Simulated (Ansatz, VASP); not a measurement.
**CaAl6C in VASP and in Ansatz**

```
Ca Al C
1.0
     3.93186    2.27006    2.68462
    -3.93186    2.27006    2.68462
     0.00000   -4.54012    2.68462
Ca Al C
1 6 1
Cartesian
  0.0000 0.0000 4.0269
  0.0000 -2.8859 3.9700
  2.4993 1.4430 3.9700
  -2.4993 1.4430 3.9700
  -2.4993 -1.4430 4.0839
  0.0000 2.8859 4.0839
  2.4993 -1.4430 4.0839
  0.0000 0.0000 0.0000
```

Alike in both runs: functional PBE; k mesh 6 × 6 × 6; occupations gaussian, width 0.1 eV; no spin polarisation.

Ansatz relaxed the structure, and its values are those at the end. VASP's run is a single point on that final structure, the one shown.

|  | VASP | Ansatz |
| --- | --- | --- |
| version | VASP 6.6.1 | Ansatz 0.2.0 |
| potentials or method | VASP PAW PBE potentials, release 64 (Ca_sv, Al, C) | scalar-relativistic, plane waves, PAW |
| plane-wave cutoff (eV) | 520 | 420 |
| valence electrons in the cell | 32 | 32 |

```csv
,VASP,Ansatz,Ansatz less VASP
gap on the k mesh at the Fermi level (eV),none,none,-
pressure (GPa),0.0,0.0,-0.01
rms of the force components (eV/Å),0.004,0.001,-0.0031
```

A gap of «none» marks a metal or a gap that the smearing closes. With one functional, cell and mesh, what is left measures potentials, basis and numerics.
